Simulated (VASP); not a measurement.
Level of theory: PBEsol GGA, VASP's PBE PAW potentials (set 64) (plane waves; VASP 6.6.1).

VASP input:

### KPOINTS
```
Automatic
0
Gamma
 12 12 12
```

**INCAR**
```
ALGO=Normal
EDIFF=1E-7
ENCUT=400
GGA=PS
ISIF=2
ISMEAR=-5
LASPH=.TRUE.
LCHARG=.TRUE.
LMAXMIX=6
LORBIT=11
LREAL=.FALSE.
LWAVE=.FALSE.
NEDOS=601
NELM=100
PREC=Accurate
SYSTEM=PtAl2
```

### POSCAR
```
PtAl2
1
   -0.0000000000     2.9477913310     2.9477913310
    2.9477913310     0.0000000000     2.9477913310
    2.9477913310     2.9477913310     0.0000000000
Al Pt
2 1
Direct
  0.2500000000   0.2500000000   0.2500000000
  0.7500000000   0.7500000000   0.7500000000
  0.0000000000   0.0000000000   0.0000000000
```

POTCAR, in this order: Al Pt (PBE.64 set). Program: vasp_std.

The resulting files:

OSZICAR:
```
       N       E                     dE             d eps       ncg     rms          rms(c)
DAV:   1     0.398387408378E+02    0.39839E+02   -0.58183E+03  1792   0.907E+02
DAV:   2    -0.168660258092E+02   -0.56705E+02   -0.50868E+02  2036   0.171E+02
DAV:   3    -0.184049169389E+02   -0.15389E+01   -0.15234E+01  2232   0.276E+01
DAV:   4    -0.184178464318E+02   -0.12929E-01   -0.12885E-01  2028   0.297E+00
DAV:   5    -0.184180402927E+02   -0.19386E-03   -0.19418E-03  2208   0.382E-01    0.906E+00
DAV:   6    -0.178951285941E+02    0.52291E+00   -0.27299E+00  1992   0.162E+01    0.225E+00
DAV:   7    -0.178016433812E+02    0.93485E-01   -0.21171E-01  1904   0.471E+00    0.170E+00
DAV:   8    -0.177635760219E+02    0.38067E-01   -0.35243E-02  2036   0.175E+00    0.265E-01
DAV:   9    -0.177633288746E+02    0.24715E-03   -0.20347E-03  2044   0.435E-01    0.171E-01
DAV:  10    -0.177633730064E+02   -0.44132E-04   -0.24469E-04  2040   0.141E-01    0.197E-02
DAV:  11    -0.177633691370E+02    0.38694E-05   -0.18580E-05  2100   0.453E-02    0.864E-03
DAV:  12    -0.177633693819E+02   -0.24486E-06   -0.16500E-06  1892   0.101E-02    0.222E-03
DAV:  13    -0.177633690971E+02    0.28476E-06   -0.62065E-07  2036   0.778E-03    0.840E-04
DAV:  14    -0.177633691225E+02   -0.25339E-07   -0.13828E-08  1172   0.124E-03
   1 F= -.17763369E+02 E0= -.17763369E+02  d E =0.000000E+00
```

**OUTCAR**
```
------------------------ aborting loop because EDIFF is reached ----------------------------------------
  FORCE on cell =-STRESS in cart. coord.  units (eV):
  Direction    XX          YY          ZZ          XY          YZ          ZX
  --------------------------------------------------------------------------------------
  Total       -0.0032964     -0.0032964     -0.0032964     -0.0000000      0.0000000     -0.0000000
  in kB       -0.1030932     -0.1030932     -0.1030932     -0.0000000      0.0000000     -0.0000000
  external PRESSURE =      -0.1030932 kB  Pullay stress =       0.0000000 kB
  volume of cell :       51.23
      direct lattice vectors                 reciprocal lattice vectors
     0.000000000  2.947791331  2.947791331    -0.169618519  0.169618519  0.169618519
     2.947791331  0.000000000  2.947791331     0.169618519 -0.169618519  0.169618519
     2.947791331  2.947791331  0.000000000     0.169618519  0.169618519 -0.169618519
 POSITION                                       TOTAL-FORCE (eV/Angst)
 -----------------------------------------------------------------------------------
      1.47390      1.47390      1.47390        -0.000000     -0.000000     -0.000000
      4.42169      4.42169      4.42169         0.000000      0.000000      0.000000
      0.00000      0.00000      0.00000         0.000000     -0.000000     -0.000000
 -----------------------------------------------------------------------------------
    total drift:                               -0.000000     -0.000000      0.000000
  FREE ENERGIE OF THE ION-ELECTRON SYSTEM (eV)
  ---------------------------------------------------
  free  energy   TOTEN  =       -17.7633691225 eV

  energy  without entropy=      -17.7633691225  energy(sigma->0) =      -17.76336912

 total charge

# of ion       s       p       d       tot
------------------------------------------
    1        0.400   0.366   0.000   0.766
    2        0.400   0.366   0.000   0.766
    3        0.833   0.726   8.171   9.730
--------------------------------------------------
tot          1.633   1.458   8.171  11.262
```
(Selected blocks of OUTCAR.)

For a metal the tetrahedron method with Blöchl corrections gives inexact stress and forces.

The compound is PtAl2 in the fluorite structure. It was relaxed first.
